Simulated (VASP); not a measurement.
Output of a VASP run:

OSZICAR:
```
       N       E                     dE             d eps       ncg     rms          rms(c)
DAV:   1     0.232327701530E+02    0.23233E+02   -0.38335E+03 22932   0.801E+02
DAV:   2    -0.128963419001E+02   -0.36129E+02   -0.33942E+02 22170   0.156E+02
DAV:   3    -0.136251949717E+02   -0.72885E+00   -0.72486E+00 26638   0.274E+01
DAV:   4    -0.136349554951E+02   -0.97605E-02   -0.97585E-02 25422   0.304E+00
DAV:   5    -0.136352254109E+02   -0.26992E-03   -0.26991E-03 25310   0.494E-01    0.126E+01
DAV:   6    -0.160963259823E+02   -0.24611E+01   -0.68896E+01 24260   0.118E+02    0.168E+01
DAV:   7    -0.119915711567E+02    0.41048E+01   -0.30945E+01 24226   0.747E+01    0.185E+00
DAV:   8    -0.119813257988E+02    0.10245E-01   -0.19829E-01 22934   0.371E+00    0.113E+00
DAV:   9    -0.119670244504E+02    0.14301E-01   -0.45862E-02 26192   0.283E+00    0.277E-01
DAV:  10    -0.119666625702E+02    0.36188E-03   -0.10223E-03 26594   0.431E-01    0.142E-01
DAV:  11    -0.119666467011E+02    0.15869E-04   -0.31276E-05 29008   0.587E-02    0.143E-02
DAV:  12    -0.119666452675E+02    0.14336E-05   -0.43670E-06 23942   0.241E-02    0.528E-03
DAV:  13    -0.119666451761E+02    0.91384E-07   -0.33207E-07 11690   0.607E-03
   1 F= -.11966645E+02 E0= -.11967692E+02  d E =0.314034E-02
```

File OUTCAR:
```
------------------------ aborting loop because EDIFF is reached ----------------------------------------
  FORCE on cell =-STRESS in cart. coord.  units (eV):
  Direction    XX          YY          ZZ          XY          YZ          ZX
  --------------------------------------------------------------------------------------
  Total        0.9221720      0.9287551      0.9240596     -0.0017267      0.0014601     -0.0142405
  in kB       65.9253490     66.3959683     66.0602879     -0.1234415      0.1043798     -1.0180434
  external PRESSURE =      66.1272018 kB  Pullay stress =       0.0000000 kB
  volume of cell :       22.41
      direct lattice vectors                 reciprocal lattice vectors
     2.819400000  0.000000000  0.000000000     0.354685394  0.000000000  0.000000000
     0.000000000  2.819400000  0.000000000     0.000000000  0.354685394  0.000000000
     0.000000000  0.000000000  2.819400000     0.000000000  0.000000000  0.354685394
 POSITION                                       TOTAL-FORCE (eV/Angst)
 -----------------------------------------------------------------------------------
      0.01269      2.81810      2.80866        -0.209326      0.021475      0.177167
      1.39701      1.41100      1.42044         0.209326     -0.021475     -0.177167
 -----------------------------------------------------------------------------------
    total drift:                               -0.000560      0.000065      0.000461
  FREE ENERGIE OF THE ION-ELECTRON SYSTEM (eV)
  ---------------------------------------------------
  free  energy   TOTEN  =       -11.9666451761 eV

  energy  without entropy=      -11.9697855193  energy(sigma->0) =      -11.96769196
```
(Selected blocks of OUTCAR.)

### POSCAR
```
AlCo
1
    2.8194000000     0.0000000000     0.0000000000
    0.0000000000     2.8194000000     0.0000000000
    0.0000000000     0.0000000000     2.8194000000
Al Co
1 1
Direct
  0.0045020000  -0.0004610000  -0.0038080000
  0.4954980000   0.5004610000   0.5038080000
```

Question: Write an INCAR and KPOINTS that could have produced this output.

Answer: One answer among several that fit: the input of the run itself, PBE GGA, plane waves, VASP's PBE PAW potentials (set 64).

**KPOINTS**
```
Automatic mesh
0
Gamma
13 13 13
0 0 0
```

INCAR:
```
SYSTEM = AlCo
PREC = Accurate; ENCUT = 300; LREAL = .False.
LASPH = .True.
EDIFF = 1E-6; NELM = 100; ALGO = Normal
LMAXMIX = 4
ISMEAR = 1; SIGMA = 0.272
GGA = PE
ISIF = 2
LWAVE = .False.; LCHARG = .False.
```

POTCAR, in this order: Al Co (PBE.64 set). Program: vasp_std.

At this cut-off the stress carries a Pulay error, which pulls relaxed volumes low.

The structure comes from a computed database's AlCo entry; how it stands against other phases isn't given here. The cell was not relaxed at this level, atoms are displaced from their ideal sites. The run is one of a series of settings (KPOINTS 13×13×13 Γ-centred mesh against the base run), some of them coarse on purpose. The run is not spin-polarised, so no magnetic state was tried.
